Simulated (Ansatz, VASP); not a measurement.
One calculation of Si, two programs

```
Si
1.0
     2.48952    0.00000    0.00000
    -1.24476    2.15598    0.00000
     0.00000    0.00000    2.52801
Si
1
Direct
  0.00000 0.00000 0.00000
```

Change from the starting cell: strain -0.050 along x and y, +0.025 along z, atoms carried along.

Alike in both runs: task single point; functional LDA; k mesh 21 × 21 × 20; occupations gaussian, width 0.15 eV; no spin polarisation.

|  | VASP | Ansatz |
| --- | --- | --- |
| version | VASP 6.6.1 | Ansatz 0.2.0 |
| potentials or method | VASP PAW LDA potentials, release 64 (Si) | scalar-relativistic, plane waves, PAW |
| plane-wave cutoff (eV) | 520 | 420 |
| valence electrons in the cell | 4 | 4 |

VASP gave:

```
gap on the k mesh at the Fermi level (eV)       : none
pressure (GPa)                                  : 10.0
largest component of the traceless stress (GPa) : 14.02
```

Problem. What did Ansatz give for the same quantities?

Solution. gap on the k mesh at the Fermi level (eV): none; pressure (GPa): 9.9; largest component of the traceless stress (GPa): 14.02.

A gap of «none» marks a metal or a gap that the smearing closes.
